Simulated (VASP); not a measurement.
An input for Ansatz (written as the equivalent of a VASP run, and not itself run):

Ansatz 0.2 input:
```yaml
crystal:
  lattice:
    - [3.3999402, 0.0000000, 0.0000000]
    - [-1.6999701, 2.9444350, 0.0000000]
    - [0.0000000, 0.0000000, 6.3739749]
  atoms:
    - { symbol: Pb, position: [0.0000000, 0.0000000, 0.0000000] }
    - { symbol: Pb, position: [0.0000000, 0.0000000, 0.5000000] }
    - { symbol: O, position: [0.3333330, 0.6666670, 0.2500000] }
    - { symbol: O, position: [0.6666670, 0.3333330, 0.7500000] }
kpoints:
  mp_grid: { grid: [10, 10, 5] }
hamiltonian:
  xc: pbesol
  pseudopotentials: { kind: paw }
scf:
  occupations: { method: methfessel_paxton, width: 0.1 }
  max_iter: 100
relax:
  max_steps: 40
  f_tol: 0.02
  cell: { p_target: 10 }
output: { forces: true, stress: true, eigenvalues: true }
```

Question: Translate this input to VASP (INCAR, KPOINTS, POSCAR, choice of POTCAR).

Answer: One answer among several that fit: 
**INCAR**
```
ALGO  =  Normal
EDIFF  =  1E-6
EDIFFG  =  -0.02
ENCUT  =  620
GGA  =  PS
IBRION  =  2
ISIF  =  3
ISMEAR  =  1
LASPH  =  T
LCHARG  =  F
LMAXMIX  =  4
LREAL  =  F
LWAVE  =  F
NELM  =  100
NSW  =  40
PREC  =  Accurate
PSTRESS  =  100
SIGMA  =  0.1
SYSTEM  =  PbO
```

KPOINTS:
```
Automatic
0
Gamma
 10 10 5
```

**POSCAR**
```
PbO
1
    3.3999402183    -0.0000000000     0.0000000000
   -1.6999701093     2.9444349825     0.0000000000
   -0.0000000000     0.0000000000     6.3739749447
Pb O
2 2
Direct
  0.0000000000   0.0000000000   0.0000000000
  0.0000000000   0.0000000000   0.5000000000
  0.3333330000   0.6666670000   0.2500000000
  0.6666670000   0.3333330000   0.7500000000
```

POTCAR, in this order: Pb_d O (PBE.64 set). Program: vasp_std.

What does not carry over: each code has its own PAW files, so the cut-off isn't converted (ENCUT is set for VASP's; basis.ecutwfc is left out, and Ansatz then takes the one that its files recommend); Ansatz stops its SCF on the density residual and VASP on the energy change (EDIFF).

The structure was generated: PbO was put into the NiAs type type (P6_3/mmc), which need not be its known phase. It was relaxed first under an external pressure of 10 GPa.
